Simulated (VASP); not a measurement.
Input:

```xyz
6
Lattice="2.5955 1.4985 3.7945 -2.5955 1.4985 3.7945 0.0000 -2.9970 3.7945" Properties=species:S:1:pos:R:3 pbc="T T T"
Lu     0.0000     0.0000     4.2251
Lu     0.0000     0.0000     7.1585
Al     0.0000     0.0000     0.0000
Co     1.2978     0.7493     1.8973
Co    -1.2978     0.7493     1.8973
Co     0.0000    -1.4985     1.8973
```

Computed with PBEsol GGA, VASP's PBE PAW potentials (set 64) (plane waves; VASP 6.6.1). Settings: 300 eV cut-off, 6×6×6 Γ-centred mesh, Fermi-Dirac smearing of 0.10 eV, potentials Lu_3 Al Co.

At this cut-off the stress carries a Pulay error, which pulls relaxed volumes low.

Problem. Give the force on each atom (eV/Å).

Solution. 
```csv
atom,Fx,Fy,Fz
Lu1,0.000,0.000,0.068
Lu2,0.000,0.000,-0.068
Al3,0.000,0.000,0.000
Co4,0.000,0.000,0.000
Co5,0.000,0.000,0.000
Co6,0.000,0.000,0.000
```

Problem. Give the stress tensor in GPa (positive for a compressed cell).

Solution. 
```
-1.41   0.00   0.00
 0.00  -1.41   0.00
 0.00   0.00   0.38
```
The pressure is its mean diagonal, -0.81 GPa.

The structure comes from a computed database's Lu2AlCo3 entry (R-3m); how it stands against other phases isn't given here. The cell was not relaxed at this level. The run is not spin-polarised, so no magnetic state was tried.
